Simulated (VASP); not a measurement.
Input for VASP

**INCAR**
```
ALGO  =  Normal
EDIFF  =  1E-6
ENCUT  =  400
GGA  =  PE
ISIF  =  2
ISMEAR  =  0
LASPH  =  T
LCHARG  =  F
LMAXMIX  =  4
LREAL  =  F
LWAVE  =  F
NELM  =  100
PREC  =  Accurate
SIGMA  =  0.02
SYSTEM  =  BaF2
```

File KPOINTS:
```
kpoints
0
gamma
  4 4 4
0 0 0
```

File POSCAR:
```
BaF2
1
    0.0000000000     3.1128650000     3.1128650000
    3.1128650000     0.0000000000     3.1128650000
    3.1128650000     3.1128650000     0.0000000000
Ba F
1 2
Direct
 -0.0009050000   0.0037870000  -0.0077940000
  0.2541120000   0.2452820000   0.2555250000
  0.7467930000   0.7509310000   0.7522690000
```

POTCAR, in this order: Ba_sv F (PBE.64 set). Program: vasp_std.

### Question
Translate this PBE calculation to Quantum ESPRESSO's pw.x.

### Answer
One equivalent input (not run):
```
&CONTROL
  calculation = 'scf'
  pseudo_dir = './pseudo'
  outdir = './out'
  tprnfor = .true.
  tstress = .true.
/
&SYSTEM
  ibrav = 0
  nat = 3
  ntyp = 2
  ecutwfc = 84
  occupations = 'smearing'
  smearing = 'gaussian'
  degauss = 0.00147
  input_dft = 'pbe'
/
&ELECTRONS
  conv_thr = 7.3e-08
  electron_maxstep = 100
/
ATOMIC_SPECIES
  Ba 137.327 Ba.upf
  F 18.998 F.upf
CELL_PARAMETERS angstrom
     0.0000000    3.1128650    3.1128650
     3.1128650    0.0000000    3.1128650
     3.1128650    3.1128650    0.0000000
ATOMIC_POSITIONS crystal
  Ba  -0.0009050  0.0037870 -0.0077940
  F    0.2541120  0.2452820  0.2555250
  F    0.7467930  0.7509310  0.7522690
K_POINTS automatic
  4 4 4 0 0 0
```
Limits of the translation: the potentials are each code's own (VASP's PAW set, PseudoDojo norm-conserving files in pw.x), so ENCUT and ecutwfc are chosen apart and not converted; conv_thr bounds pw.x's estimated SCF error, while EDIFF bounds the energy change between steps.

The structure comes from a computed database's BaF2 entry; how it stands against other phases isn't given here. The cell was not relaxed at this level, atoms are displaced from their ideal sites. The k-mesh is coarse (spacing up to 0.44 per Å, 2π included), so the numbers may not be converged in it. The run is one of a series of settings (KPOINTS 4×4×4 Γ-centred mesh against the base run), some of them coarse on purpose.
